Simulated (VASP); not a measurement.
A convergence study with VASP on La2O3: one setting is varied, all else stays as given below, so the limit is that of these other settings.

```
CELL_PARAMETERS angstrom
      3.95970     0.00000     0.00000
     -1.97985     3.42920     0.00000
      0.00000     0.00000    24.51011
ATOMIC_POSITIONS crystal
  La 0.33333 0.66667 0.43641
  La 0.66667 0.33333 0.31224
  La 0.33333 0.66667 0.68776
  La 0.66667 0.33333 0.56359
  O  0.00000 0.00000 0.37432
  O  0.33333 0.66667 0.28560
  O  0.66667 0.33333 0.46305
  O  0.00000 0.00000 0.62568
  O  0.33333 0.66667 0.53695
  O  0.66667 0.33333 0.71440
```

These are PBE GGA, VASP's PBE PAW potentials (set 64) (plane waves; VASP) values and carry that method's errors. The tightest run used: 400 eV cut-off, 18×18×1 Γ-centred mesh, Fermi-Dirac smearing of 0.050 eV, potentials La O.

```csv
setting,E (eV/atom),largest force (eV/Å),irreducible k-points
2×2×1 mesh,-8.2149,0.311,2
3×3×1 mesh,-8.2626,0.345,3
4×4×1 mesh,-8.2605,0.327,4
```

These are the cheaper rows. Estimate the results at 18×18×1 mesh, and how far the last row shown lies from them.

| quantity | tightest run | last row shown is off by |
|---|---|---|
| E (eV/atom) | -8.2611 | 0.0006 |
| largest force (eV/Å) | 0.328 | 0.000 |

Left out are rungs that failed or repeat a setting and relaxations that didn't move; long series are thinned to 24 rows.

The cell is a sheet or thin cut with vacuum, built from a generated structure.
